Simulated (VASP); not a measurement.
**CaC under changes of volume**

One of the cells (15.487 Å³/atom); the others are scaled copies at fixed shape and fractional positions:

```
Ca C
1.0
     3.14053    0.00000    0.00000
     0.00000    3.14053    0.00000
     0.00000    0.00000    3.14053
Ca C
1 1
Direct
  0.00000 0.00000 0.00000
  0.50000 0.50000 0.50000
```

The cell was built by a generator and needn't be a form met in nature.

* Program: VASP 6.6.1
* Functional: PBE
* Potentials or basis: VASP PAW PBE potentials, release 64 (Ca_sv, C)
* Cutoff: 520 eV
* k mesh: 9 × 9 × 9
* Occupations: fermi-dirac, width 0.05 eV
* Spin: no spin polarisation

| volume (Å³/atom) | energy over the lowest point (meV/atom) | pressure (GPa) |
| --- | --- | --- |
| 14.273 | ? | ? |
| 14.576 | 9.06 | 4.2 |
| 14.880 | 2.79 | 2.3 |
| 15.487 | 0.00 | -0.9 |
| 15.791 | 2.86 | -2.2 |
| 16.095 | 8.18 | -3.4 |

**Question.** What does the run at 14.273 Å³/atom give?

**Answer.** Energy over the lowest point 19.04 meV/atom; pressure 6.2 GPa.

Worked out: A Birch-Murnaghan fit of order 3 (a polynomial in V^(-2/3)) to the other rows has its minimum at 15.32 Å³/atom with B0 = V·E''(V) = 77 GPa and B' = 4.2. It gives 19.03 meV/atom at 14.273 Å³/atom, against the run's 19.04, and -dE/dV = 6.3 GPa, against 6.2.

Energies are extrapolated to zero smearing.
